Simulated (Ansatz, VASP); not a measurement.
Two plane-wave programs on AlC

Contents of INCAR:

```
SYSTEM = AlC
ALGO = Normal
EDIFF = 1E-6
EDIFFG = -0.01
ENCUT = 600
GGA = PE
IBRION = 2
ISIF = 3
ISMEAR = 0
LASPH = .True.
LCHARG = .False.
LREAL = .False.
LWAVE = .False.
NELM = 60
NSW = 100
PREC = Accurate
SIGMA = 0.1
```

Contents of KPOINTS:

```
k-points
0
Gamma
  20 20 20
  0 0 0
```

Contents of POSCAR:

```
AlC
1.0
    2.6914861761      0.0000000000      0.0000000000
    0.0000000000      2.6914861761      0.0000000000
    0.0000000000      0.0000000000      2.6914861761
Al C
1 1
Direct
    0.5000000000      0.5000000000      0.5000000000
    0.0000000000      0.0000000000      0.0000000000
```

Input for Ansatz:

```yaml
crystal:
  lattice:
    - [2.6914861761, 0.0, 0.0]
    - [0.0, 2.6914861761, 0.0]
    - [0.0, 0.0, 2.6914861761]
  atoms:
    - { symbol: Al, position: [0.5, 0.5, 0.5] }
    - { symbol: C, position: [0.0, 0.0, 0.0] }
basis:
  ecutwfc: 420
kpoints:
  mp_grid: { grid: [20, 20, 20] }
hamiltonian:
  xc: pbe
scf:
  occupations: { method: gaussian, width: 0.1 }
output:
  forces: true
  stress: true
  eigenvalues: true
relax:
  adjacent_minimum: "off"
  f_tol: 0.01
  max_steps: 80
  cell: { stress_tol: 0.05 }
```

Change from the starting cell: species swapped into the TlHg type (Pm-3m, No. 221).

Alike in both runs: task relaxation of cell and atoms; functional PBE; k mesh 20 × 20 × 20; occupations gaussian, width 0.1 eV; no spin polarisation.

|  | VASP | Ansatz |
| --- | --- | --- |
| version | VASP 6.6.1 | Ansatz 0.2.0 |
| potentials or method | VASP PAW PBE potentials, release 64 (Al, C) | scalar-relativistic, plane waves, PAW |
| plane-wave cutoff (eV) | 600 | 420 |
| valence electrons in the cell | 7 | 7 |

```csv
,VASP,Ansatz,Ansatz less VASP
"gap on the k mesh at the Fermi level, each at its own relaxed structure (eV)",none,none,-
relaxed volume (Å³/atom),9.80,9.80,+0.004
relaxed cell length with the largest relative difference (Å),2.696,2.696,+0.0004
```

A gap of «none» marks a metal or a gap that the smearing closes.
